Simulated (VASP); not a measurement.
Calculation: rev-vdW-DF2, VASP's PBE PAW potentials (set 64) (plane waves; VASP 6.6.1).

Input for VASP

**KPOINTS**
```
Regular mesh
0
G
  17 17 9
```

### INCAR
```
SYSTEM = Co
PREC = Accurate
ENCUT = 520
EDIFF = 1E-7
NELM = 100
ALGO = Normal
LREAL = .FALSE.
LASPH = .TRUE.
ISMEAR = 1
SIGMA = 0.1
GGA = MK
PARAM1 = 0.1234568
PARAM2 = 0.7114
ZAB_VDW = -1.8867
LUSE_VDW = .TRUE.
AGGAC = 0.0
LMAXMIX = 4
ISPIN = 2
MAGMOM = 1.6 1.6
LORBIT = 10
LWAVE = .FALSE.
LCHARG = .FALSE.
ISIF = 4
IBRION = 2
NSW = 30
EDIFFG = -0.01
```

**POSCAR**
```
Co
1.0
  1.2114648402  -2.0983188763   0.0000000000
  1.2114648402   2.0983188763   0.0000000000
  0.0000000000   0.0000000000   3.9062292299
Co
2
Cartesian
  1.2114648402   0.6994410243   0.9765573075
  1.2114648402  -0.6994410243   2.9296719224
```

POTCAR, in this order: Co (PBE.64 set). Program: vasp_std.

Output of the run:

**OSZICAR**
```
       N       E                     dE             d eps       ncg     rms          rms(c)
DAV:   1     0.837024235207E+02    0.83702E+02   -0.83490E+03 10211   0.162E+03
DAV:   2    -0.956420371703E+01   -0.93267E+02   -0.86291E+02  9942   0.258E+02
DAV:   3    -0.117638678632E+02   -0.21997E+01   -0.21462E+01 11811   0.559E+01
DAV:   4    -0.117994956589E+02   -0.35628E-01   -0.35618E-01 14375   0.543E+00
DAV:   5    -0.117997783209E+02   -0.28266E-03   -0.28265E-03 12282   0.476E-01    0.160E+01
DAV:   6    -0.100283281182E+02    0.17715E+01   -0.11545E+01 10908   0.712E+01    0.686E+00
DAV:   7    -0.975581870149E+01    0.27251E+00   -0.14717E+00 11489   0.242E+01    0.400E+00
DAV:   8    -0.973097639081E+01    0.24842E-01   -0.15644E-02 13929   0.139E+00    0.211E+00
DAV:   9    -0.971555255556E+01    0.15424E-01   -0.34579E-03 14639   0.110E+00    0.625E-01
DAV:  10    -0.971588055262E+01   -0.32800E-03   -0.19700E-03 13163   0.675E-01    0.154E-01
DAV:  11    -0.971597633311E+01   -0.95780E-04   -0.10796E-04 13329   0.123E-01    0.391E-02
DAV:  12    -0.971597474672E+01    0.15864E-05   -0.47004E-06 12133   0.274E-02    0.188E-02
DAV:  13    -0.971597389695E+01    0.84978E-06   -0.21509E-06 14421   0.229E-02    0.987E-03
DAV:  14    -0.971597409158E+01   -0.19463E-06   -0.43424E-07 11524   0.880E-03    0.272E-03
DAV:  15    -0.971597377592E+01    0.31566E-06   -0.48300E-08  5699   0.419E-03    0.207E-03
DAV:  16    -0.971597389462E+01   -0.11870E-06   -0.11744E-08  5566   0.205E-03    0.676E-04
DAV:  17    -0.971597392817E+01   -0.33549E-07   -0.29249E-09  5468   0.618E-04
   1 F= -.97159739E+01 E0= -.97156721E+01  d E =-.971597E+01  mag=     3.0215
       N       E                     dE             d eps       ncg     rms          rms(c)
DAV:   1    -0.971643868858E+01   -0.46479E-03   -0.14168E-02 11139   0.103E+00    0.130E-01
DAV:   2    -0.971614599815E+01    0.29269E-03   -0.20679E-04 13449   0.255E-01    0.662E-02
DAV:   3    -0.971604352660E+01    0.10247E-03   -0.12661E-04 12568   0.136E-01    0.179E-02
DAV:   4    -0.971604757702E+01   -0.40504E-05   -0.10786E-05 11267   0.489E-02    0.463E-03
DAV:   5    -0.971604672229E+01    0.85473E-06   -0.69092E-07 13911   0.152E-02    0.295E-03
DAV:   6    -0.971604647124E+01    0.25105E-06   -0.12832E-07  5707   0.717E-03    0.142E-03
DAV:   7    -0.971604644774E+01    0.23500E-07   -0.53303E-08  5258   0.258E-03
   2 F= -.97160464E+01 E0= -.97157776E+01  d E =-.725196E-04  mag=     3.0231
```

**OUTCAR**
```
------------------------ aborting loop because EDIFF is reached ----------------------------------------
  FORCE on cell =-STRESS in cart. coord.  units (eV):
  Direction    XX          YY          ZZ          XY          YZ          ZX
  --------------------------------------------------------------------------------------
  Total        1.9485419      1.9485423      1.9407958     -0.0000000      0.0000000      0.0000000
  in kB      157.1991911    157.1992273    156.5742742     -0.0000000      0.0000000      0.0000000
  external PRESSURE =     156.9908975 kB  Pullay stress =       0.0000000 kB
  volume of cell :       19.86
      direct lattice vectors                 reciprocal lattice vectors
     1.210505732 -2.096657672  0.000000000     0.413050502 -0.238474791  0.000000000
     1.210505732  2.096657672 -0.000000000     0.413050502  0.238474791  0.000000000
    -0.000000000  0.000000000  3.912421614     0.000000000  0.000000000  0.255596175
 POSITION                                       TOTAL-FORCE (eV/Angst)
 -----------------------------------------------------------------------------------
      1.21051      0.69889      0.97811         0.000000      0.000000      0.000000
      1.21051     -0.69889      2.93432        -0.000000      0.000000      0.000000
 -----------------------------------------------------------------------------------
    total drift:                                0.000022     -0.000008     -0.000030
  FREE ENERGIE OF THE ION-ELECTRON SYSTEM (eV)
  ---------------------------------------------------
  free  energy   TOTEN  =        -9.7160464477 eV

  energy  without entropy=       -9.7152398047  energy(sigma->0) =       -9.71577757

 total charge

# of ion       s       p       d       tot
------------------------------------------
    1        0.525   0.596   7.346   8.466
    2        0.525   0.596   7.346   8.466
--------------------------------------------------
tot          1.049   1.192  14.691  16.933

 magnetization (x)

# of ion       s       p       d       tot
------------------------------------------
    1       -0.016  -0.049   1.574   1.509
    2       -0.016  -0.049   1.574   1.509
--------------------------------------------------
tot         -0.031  -0.097   3.147   3.019

 reached required accuracy - stopping structural energy minimisation
```
(Selected blocks of OUTCAR.)

CONTCAR:
```
Co
   1.00000000000000
     1.2105057319099297   -2.0966576722730408    0.0000000000000000
     1.2105057319099297    2.0966576722730408   -0.0000000000000000
    -0.0000000000000000    0.0000000000000000    3.9124216135784020
  Co
     2
Direct
     0.3333330000000032    0.6666669999999968    0.2500000000000000
     0.6666669999999968    0.3333330000000032    0.7500000000000000
```

The compound is Co in the hcp structure. This cell is one point of a volume scan, at 0.94 of the reference volume. Symmetry was kept, so distortions that lower it aren't found.
